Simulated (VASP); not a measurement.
# Quasiparticle energies of CdTe in VASP, part 3 of 4

How does the gap of CdTe change from the starting functional to GW? The cell is of the zinc-blende type, one of the forms listed for this formula, which need not be the common one. The start is a cell from a database of measured crystal structures.

VASP 6.6.1, plane waves and PAW; the level of theory is named at each step.

So far, quasiparticle gap on the mesh (eV): step 4 (G0W0, ENCUTGW 100, bands in the sums 160) 1.47; step 6 (G0W0, ENCUTGW 140, bands in the sums 256) 1.47.

### Step 8. G0W0, ENCUTGW 180, bands in the sums 376

This step: G0W0 on PBE; plane waves and PAW (Cd_GW, Te_GW) (VASP 6.6.1).

ENCUTGW rises to 180 eV and the bands with it, to about the number of plane waves under that cutoff.

Contents of INCAR:

```
SYSTEM = CdTe
PREC = Accurate
ENCUT = 330
ISMEAR = 0
SIGMA = 0.01
LREAL = .FALSE.
GGA = PE
NBANDS = 376
ALGO = EVGW0
NELMGW = 1
ENCUTGW = 180
NOMEGA = 48
PRECFOCK = Fast
NBANDSGW = 24
LWAVE = .FALSE.
LCHARG = .FALSE.
```

Contents of POSCAR:

```
CdTe
1.0
    0.0000000000      3.2400000000      3.2400000000
    3.2400000000      0.0000000000      3.2400000000
    3.2400000000      3.2400000000      0.0000000000
Cd Te
1 1
Direct
    0.0000000000      0.0000000000      0.0000000000
    0.2500000000      0.2500000000      0.2500000000
```

Contents of KPOINTS:

```
Automatic mesh
0
Gamma
4 4 4
0 0 0
```

The projector-augmented-wave data sets are Cd_GW and Te_GW (PBE family, release 64).

Run with:

```sh
$ mpirun -np 8 vasp_std
```

What it wrote:

```text
[banner, memory and clock lines left out]
running    8 mpi-ranks, on    1 nodes
[...]
[... a notice as in an earlier step ...]

|                                                                             |
|           W    W    AA    RRRRR   N    N  II  N    N   GGGG   !!!           |
|           W    W   A  A   R    R  NN   N  II  NN   N  G    G  !!!           |
|           W    W  A    A  R    R  N N  N  II  N N  N  G       !!!           |
|           W WW W  AAAAAA  RRRRR   N  N N  II  N  N N  G  GGG   !            |
|           WW  WW  A    A  R   R   N   NN  II  N   NN  G    G                |
|           W    W  A    A  R    R  N    N  II  N    N   GGGG   !!!           |
|                                                                             |
|     The default for ENCUTGWSOFT is different in this version of VASP.       |
|     please manually set ENCUTGWSOFT =180 in the INCAR file.                 |
|                                                                             |

[...]
total number of BLAS operations       2688.91 Gflops
NQ=   4    0.2500    0.2500    0.0000,
|.........|.........|.........|.........|.........|.........|.........|.........
 performed       3639000 updates of chi_q(r,r)
 total number of BLAS operations       3745.99 Gflops
NQ=   5    0.5000    0.2500    0.0000,
|.........|.........|.........|.........|.........|.........|.........|.........
 performed       5108000 updates of chi_q(r,r)
 total number of BLAS operations       5416.94 Gflops
NQ=   6   -0.2500    0.2500    0.0000,
|.........|.........|.........|.........|.........|.........|.........|.........
 performed       6433000 updates of chi_q(r,r)
 total number of BLAS operations       6891.91 Gflops
NQ=   7    0.5000    0.5000    0.0000,
|.........|.........|.........|.........|.........|.........|.........|.........
 performed       7252000 updates of chi_q(r,r)
 total number of BLAS operations       7879.28 Gflops
NQ=   8   -0.2500    0.5000    0.2500,
|.........|.........|.........|.........|.........|.........|.........|.........
 performed       8288000 updates of chi_q(r,r)
 total number of BLAS operations       9076.55 Gflops
 resolving degeneracies of screened two electron integrals

 calculate QP shifts <psi_nk| G(iteration)W_0 |psi_nk>: iteration 1
 entering main loop
[key lines of the parts left out:]
E-fermi :   3.7232
```

It took 2.9 min on 8 MPI ranks of AMD EPYC 7R43, shared host; peak memory 2.5 GiB; 22 min of CPU time.

From OUTCAR (step 8):

```text
 QP shifts <psi_nk| G(iteration)W_0 |psi_nk>: iteration 1
 for sc-GW calculations column KS-energies equals QP-energies in previous step
 and V_xc(KS)=  KS-energies - (<T + V_ion + V_H > + <T+V_H+V_ion>^1  + <V_x>^1)
 k-point   1 :       0.0000    0.0000    0.0000
  band No.  KS-energies  QP-energies   sigma(KS)   V_xc(KS)     V^pw_x(r,r')   Z            occupation Imag(sigma)
    ...
      6      -4.7057      -6.5593     -18.2145     -15.4976     -23.1851       0.6823       2.0000       0.0711
      7       3.3469       2.6204     -12.2731     -11.2981     -13.3282       0.7452       2.0000      -0.1041
      8       3.3469       2.6204     -12.2731     -11.2981     -13.3282       0.7452       2.0000      -0.1041
      9       3.3469       2.6204     -12.2731     -11.2981     -13.3282       0.7452       2.0000      -0.1041
     10       4.0994       4.0964      -9.6736      -9.6697      -5.7436       0.7551       0.0000      -0.1902
     11       7.9383       7.9295      -8.9012      -8.8894      -4.6460       0.7487       0.0000      -0.1692
     12       7.9383       7.9295      -8.9012      -8.8894      -4.6460       0.7487       0.0000      -0.1692
     13       7.9383       7.9295      -8.9012      -8.8894      -4.6460       0.7487       0.0000      -0.1692
    ...

[... 1 part as in an earlier step ...]

[... 2 further parts left out ...]
[key lines of the parts left out:]
E-fermi :   3.7232
```

The gap is now 1.476 eV, +4 meV against the GW run before. Spin-orbit coupling is left out.

### Step 9. Empty bands

This step: PBE; plane waves and PAW (Cd_GW, Te_GW) (VASP 6.6.1).

The empty bands are made again, for the run that follows.

Contents of INCAR:

```
SYSTEM = CdTe
PREC = Accurate
ENCUT = 330
ISMEAR = 0
SIGMA = 0.01
LREAL = .FALSE.
GGA = PE
NBANDS = 512
ALGO = Exact
NELM = 1
LWAVE = .TRUE.
LCHARG = .FALSE.
LOPTICS = .TRUE.
NEDOS = 1000
CSHIFT = 0.1
```

POSCAR is that of step 8.

KPOINTS is that of step 8.

Run with:

```sh
$ mpirun -np 8 vasp_std
```

What it wrote:

```text
[banner, memory and clock lines left out]
running    8 mpi-ranks, on    1 nodes
[...]
[... a notice as in an earlier step ...]

 LDA part: xc-table for (Slater+PW92), standard interpolation
 found WAVECAR, reading the header
  number of bands has changed, file:    15 present:   512
  trying to continue reading WAVECAR, but it might fail
 POSCAR, INCAR and KPOINTS ok, starting setup
[...]
reading WAVECAR
 random initialization beyond band           15
 the WAVECAR file was read successfully
 initial charge from wavefunction
 entering main loop
       N       E                     dE             d eps       ncg     rms          rms(c)
DIA:   1    -0.473801111400E+01   -0.47380E+01    0.00000E+00     0   0.000E+00
   1 F= -.47380111E+01 E0= -.47380111E+01  d E =-.449663E-56
 writing wavefunctions
 optical routines
 imaginary and real dielectric function
 recalculating local potential from charge density
 direction            1
 direction            2
 direction            3
```

Run time: 7.6 s. Hardware: 8 MPI ranks; peak memory 0.96 GiB.

OUTCAR, selected parts (step 9):

```text
  FREE ENERGIE OF THE ION-ELECTRON SYSTEM (eV)
  ---------------------------------------------------
  free  energy   TOTEN  =        -4.7380111140 eV

  energy  without entropy=       -4.7380111140  energy(sigma->0) =       -4.73801111

[... 3 parts as in an earlier step ...]

[... 2 further parts left out ...]
[key lines of the parts left out:]
E-fermi :   3.4572
```

WAVECAR now holds 512 bands for 18 electrons.

### Step 10. G0W0, ENCUTGW 220, bands in the sums 512

This step: G0W0 on PBE; plane waves and PAW (Cd_GW, Te_GW) (VASP 6.6.1).

ENCUTGW rises to 220 eV and the bands with it, to about the number of plane waves under that cutoff.

Contents of INCAR:

```
SYSTEM = CdTe
PREC = Accurate
ENCUT = 330
ISMEAR = 0
SIGMA = 0.01
LREAL = .FALSE.
GGA = PE
NBANDS = 512
ALGO = EVGW0
NELMGW = 1
ENCUTGW = 220
NOMEGA = 48
PRECFOCK = Fast
NBANDSGW = 24
LWAVE = .FALSE.
LCHARG = .FALSE.
```

POSCAR is that of step 9.

KPOINTS is that of step 9.

Run with:

```sh
$ mpirun -np 8 vasp_std
```

What it wrote:

```text
[banner, memory and clock lines left out]
running    8 mpi-ranks, on    1 nodes
[...]
[... a notice as in an earlier step ...]

|                                                                             |
|           W    W    AA    RRRRR   N    N  II  N    N   GGGG   !!!           |
|           W    W   A  A   R    R  NN   N  II  NN   N  G    G  !!!           |
|           W    W  A    A  R    R  N N  N  II  N N  N  G       !!!           |
|           W WW W  AAAAAA  RRRRR   N  N N  II  N  N N  G  GGG   !            |
|           WW  WW  A    A  R   R   N   NN  II  N   NN  G    G                |
|           W    W  A    A  R    R  N    N  II  N    N   GGGG   !!!           |
|                                                                             |
|     The default for ENCUTGWSOFT is different in this version of VASP.       |
|     please manually set ENCUTGWSOFT =220 in the INCAR file.                 |
|                                                                             |

[...]
total number of BLAS operations       7352.74 Gflops
NQ=   4    0.2500    0.2500    0.0000,
|.........|.........|.........|.........|.........|.........|.........|.........
 performed       4971000 updates of chi_q(r,r)
 total number of BLAS operations      10328.16 Gflops
NQ=   5    0.5000    0.2500    0.0000,
|.........|.........|.........|.........|.........|.........|.........|.........
 performed       6975000 updates of chi_q(r,r)
 total number of BLAS operations      14402.30 Gflops
NQ=   6   -0.2500    0.2500    0.0000,
|.........|.........|.........|.........|.........|.........|.........|.........
 performed       8783000 updates of chi_q(r,r)
 total number of BLAS operations      18018.82 Gflops
NQ=   7    0.5000    0.5000    0.0000,
|.........|.........|.........|.........|.........|.........|.........|.........
 performed       9903000 updates of chi_q(r,r)
 total number of BLAS operations      20187.96 Gflops
NQ=   8   -0.2500    0.5000    0.2500,
|.........|.........|.........|.........|.........|.........|.........|.........
 performed      11318000 updates of chi_q(r,r)
 total number of BLAS operations      23202.06 Gflops
 resolving degeneracies of screened two electron integrals

 calculate QP shifts <psi_nk| G(iteration)W_0 |psi_nk>: iteration 1
 entering main loop
[key lines of the parts left out:]
E-fermi :   3.7232
```

Run time: 4.4 min. Hardware: 8 MPI ranks; peak memory 3.6 GiB.

OUTCAR, selected parts (step 10):

```text
 QP shifts <psi_nk| G(iteration)W_0 |psi_nk>: iteration 1
 for sc-GW calculations column KS-energies equals QP-energies in previous step
 and V_xc(KS)=  KS-energies - (<T + V_ion + V_H > + <T+V_H+V_ion>^1  + <V_x>^1)
 k-point   1 :       0.0000    0.0000    0.0000
  band No.  KS-energies  QP-energies   sigma(KS)   V_xc(KS)     V^pw_x(r,r')   Z            occupation Imag(sigma)
    ...
      6      -4.7057      -6.5610     -18.2205     -15.4976     -23.1851       0.6814       2.0000       0.1359
      7       3.3469       2.5806     -12.3289     -11.2981     -13.3282       0.7434       2.0000      -0.1111
      8       3.3469       2.5806     -12.3289     -11.2981     -13.3282       0.7434       2.0000      -0.1111
      9       3.3469       2.5806     -12.3289     -11.2981     -13.3282       0.7434       2.0000      -0.1111
     10       4.0994       4.0489      -9.7365      -9.6697      -5.7436       0.7562       0.0000      -0.1929
     11       7.9383       7.9062      -8.9323      -8.8894      -4.6460       0.7486       0.0000      -0.1824
     12       7.9383       7.9062      -8.9323      -8.8894      -4.6460       0.7486       0.0000      -0.1824
     13       7.9383       7.9062      -8.9323      -8.8894      -4.6460       0.7486       0.0000      -0.1824
    ...

[... 1 part as in an earlier step ...]

[... 2 further parts left out ...]
[key lines of the parts left out:]
E-fermi :   3.7232
```

The gap is now 1.468 eV, -8 meV against the GW run before. Spin-orbit coupling is left out.

(Part 3 of 4 ends here.)

[Lines on the potential files, build, host, timing and source positions are cut from VASP's logs without a mark.]

[Logs are printed without paths, hosts, clocks, repeated set-up lines and the standing remarks that a program may print on its own settings, such as how far it seeks lower states.]

[Hosts, paths, dates, database ids (printed as entryN), source tags and the programs' standing remarks are cut or masked in the printed files.]

[Pressures printed for these runs are not shown converged in the cutoff: they can be off by several GPa and have the wrong sign.]

[In band tables of VASP the shares of atoms and orbitals are scaled to a sum of 1 inside the atoms' spheres.]
